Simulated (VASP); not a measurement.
Here is the system:

```xyz
2
Lattice="0.0000 3.0443 3.0443 3.0443 0.0000 3.0443 3.0443 3.0443 0.0000" Properties=species:S:1:pos:R:3 pbc="T T T"
Tb     0.0000     0.0000     0.0000
Te     3.0443     3.0443     3.0443
```

The numbers are results of PBEsol GGA, VASP's PBE PAW potentials (set 64) (plane waves; VASP), not measurements. Run with 400 eV cut-off, Gaussian smearing of 0.050 eV, potentials Tb_3 Te.

The 4f electrons are frozen in the core of the lanthanide potential, so 4f levels, which can set the real gap, and their magnetism are missing.

Q: Give the energies of bands 5 to 10 at the high-symmetry points, in eV from the Fermi level.

A: 
| band | Γ | X | U | L | W |
|---|---|---|---|---|---|
| 5 | -2.14 | -4.97 | -4.93 | -6.48 | -4.69 |
| 6 | -2.14 | -3.22 | -4.79 | -4.27 | -4.55 |
| 7 | -2.14 | -3.22 | -3.80 | -4.27 | -4.55 |
| 8 | -0.33 | -2.07 | -0.57 | 1.69 | 0.83 |
| 9 | -0.33 | 1.38 | 2.25 | 1.93 | 0.83 |
| 10 | -0.33 | 1.39 | 2.28 | 1.93 | 1.50 |

It has no gap at this level: it comes out as a metal or semimetal.

The structure comes from a computed database's TbTe entry (Fm-3m); how it stands against other phases isn't given here. It was relaxed first. The electron count is odd and the run is not spin-polarised, which forces a metal.
